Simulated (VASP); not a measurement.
Data:

```
NaF
1.0
    0.00000     2.36833     2.36833
    2.36833     0.00000     2.36833
    2.36833     2.36833     0.00000
Na F
1 1
Direct
  0.00000   0.00000   0.00000
  0.50000   0.50000   0.50000
```

The numbers are results of PW91 GGA, VASP's PBE PAW potentials (set 64) (plane waves; VASP 6.6.1), not measurements. Numerical set-up: 520 eV cut-off, 10×10×10 Γ-centred mesh, Gaussian smearing of 0.050 eV, potentials Na_pv F.

Question: Estimate the energy per atom (σ→0), pressure, band gap (on the k-mesh) with the smallest direct gap where there is one.

Answer: 
- band gap (on the k-mesh): 6.02 eV
- smallest direct gap (on the k-mesh): 6.02 eV
- energy per atom (σ→0): -4.325 eV/atom
- pressure: -12.0 kbar

Total energies compare only between runs with the same potentials, cut-off and functional.

The compound is NaF in the rock salt structure. This cell is one point of a volume scan, at 1.03 of the reference volume.
